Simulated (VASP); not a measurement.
Write the native input for VASP 6.6.1 that does the following.

- Task: relaxation of cell and atoms
- Functional: LDA
- Potentials or basis: VASP PAW LDA potentials, release 64 (Hf_pv)
- Cutoff: 600 eV
- k mesh: 18 × 18 × 9
- Occupations: methfessel-paxton, width 0.1 eV
- Spin: no spin polarisation
- Further INCAR settings: ALGO = Normal; EDIFF = 1e-07; IBRION = 2; EDIFFG = -0.005; NSW = 90; ISIF = 3

The structure of Hf lies in POSCAR:

```
Hf                                      
1.0
    3.1197602194      0.0000000000      0.0000000000
   -1.5598801097      2.7017916037     -0.0000000000
    0.0000000000     -0.0000000000      4.9448504704
  Hf            
     2
Direct
     0.3333333332999970    0.6666666667000030    0.2500000000000000
     0.6666666667000030    0.3333333332999970    0.7500000000000000
```

The input as run:

INCAR

```
SYSTEM = Hf
PREC = Accurate
ENCUT = 600
EDIFF = 1E-7
ISMEAR = 1
SIGMA = 0.1
LREAL = .False.
LASPH = .True.
NELM = 80
ALGO = Normal
ISIF = 3
LWAVE = .False.
LCHARG = .False.
IBRION = 2
NSW = 90
EDIFFG = -0.005
```

KPOINTS

```
Automatic mesh
0
Gamma
  18 18 9
  0 0 0
```

Potentials or basis: VASP PAW LDA potentials, release 64 (Hf_pv).

Run with:

```console
$ cat potpaw_LDA.64/Hf_pv/POTCAR > POTCAR
$ mpirun -np 1 vasp_std > vasp.out
```

Results of the run:

| Item | Value |
| --- | --- |
| Pressure after relaxing | 0.0 GPa |
| Band gap on the k mesh | none (metal or under the smearing width) |

Caveat: the relaxation stopped at its first step, so nothing moved.

Run time: 52 s on 1 thread of Intel(R) Xeon(R) 6975P-C (Granite Rapids) (shared host), peak memory 0.24 GiB.
